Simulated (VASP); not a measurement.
These are PBE GGA, VASP's PBE PAW potentials (set 64) (plane waves; VASP) values and carry that method's errors.

VASP input:

### KPOINTS
```
Automatic mesh
0
Gamma
13 13 9
0 0 0
```

### INCAR
```
SYSTEM = TiAl
PREC = Accurate; ENCUT = 500; LREAL = .FALSE.
LASPH = .TRUE.
EDIFF = 1E-6; NELM = 100; ALGO = Normal
LMAXMIX = 4
ISMEAR = 1; SIGMA = 0.1
GGA = PE
IBRION = 2; NSW = 40; ISIF = 3
EDIFFG = -0.02; PSTRESS = 50
LWAVE = .FALSE.; LCHARG = .FALSE.
```

### POSCAR
```
TiAl
1
    2.8256885961     0.0000000000     0.0000000000
    0.0000000000     2.8256885961     0.0000000000
    0.0000000000     0.0000000000     4.0632712467
Ti Al
1 1
Direct
  0.0000000000   0.0000000000   0.0000000000
  0.5000000000   0.5000000000   0.5000000000
```

POTCAR, in this order: Ti_sv Al (PBE.64 set). Program: vasp_std.

**Question.** What will the output report for the number of irreducible k-points (NKPTS), largest plane-wave count, number of space-group operations, FFT grid (NGX, NGY, NGZ)?

**Answer.** 
| Item | Value |
|---|---|
| number of irreducible k-points (NKPTS) | 140 |
| largest plane-wave count | 846 |
| number of space-group operations | 16 |
| FFT grid (NGX, NGY, NGZ) | 24 × 24 × 30 |

The compound is TiAl in the L1_0 structure. This run relaxes it under an external pressure of 5 GPa. Symmetry was kept, so distortions that lower it aren't found. The electron count is odd and the run is not spin-polarised, which forces a metal.
